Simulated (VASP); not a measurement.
Input of a VASP 6.6.1 run:

The input INCAR:

```
PREC     = Accurate       # precision mode
ENCUT    = 600            # plane-wave cutoff, eV
EDIFF    = 1E-6           # SCF threshold, eV
ISMEAR   = 0              # smearing method
SIGMA    = 0.05           # smearing width, eV
LREAL    = F              # projectors in reciprocal space
LASPH    = T              # aspherical terms in the spheres
NELM     = 60             # most SCF steps
ALGO     = Fast           # electronic algorithm
ISIF     = 3              # what is computed and relaxed
LWAVE    = F              # write WAVECAR
LCHARG   = F              # write CHGCAR
GGA      = PE             # functional
IBRION   = 2              # ionic algorithm
NSW      = 40             # ionic steps
EDIFFG   = -0.01          # ionic threshold
```

Contents of KPOINTS:

```
Automatic mesh
0
Gamma
  10 10 3
```

The input POSCAR:

```
Ta2SiC
1.0
    2.7255100000      0.0000000000      0.0000000000
    0.0000000000      2.7255100000      0.0000000000
    0.0000000000      0.0000000000      9.4291200000
Ta Si C
2 1 1
Direct
    0.0000000000      0.0000000000      0.7816400000
    0.0000000000      0.0000000000      0.2183600000
    0.0000000000      0.0000000000      0.5000000000
    0.0000000000      0.0000000000      0.0000000000
```

Potentials or basis: VASP PAW PBE potentials, release 64 (Ta_pv, Si, C).

Launch:

```bash
$ cat potpaw_PBE.64/Ta_pv/POTCAR potpaw_PBE.64/Si/POTCAR potpaw_PBE.64/C/POTCAR > POTCAR
$ mpirun -np 1 vasp_std > vasp.out
```

(1) Estimate the band gap on the k mesh.

(2) Predict the relaxed cell.

(3) Estimate the space group after relaxing (to 0.05 Å).

(4) What does it give for the relaxed volume?

Answers

(1) none (metal or under the smearing width).

(2) a = 2.724 Å, b = 2.724 Å, c = 9.440 Å, α = 90.00°, β = 90.00°, γ = 90.00°.

(3) P4/mmm (No. 123).

(4) 17.51 Å³/atom.
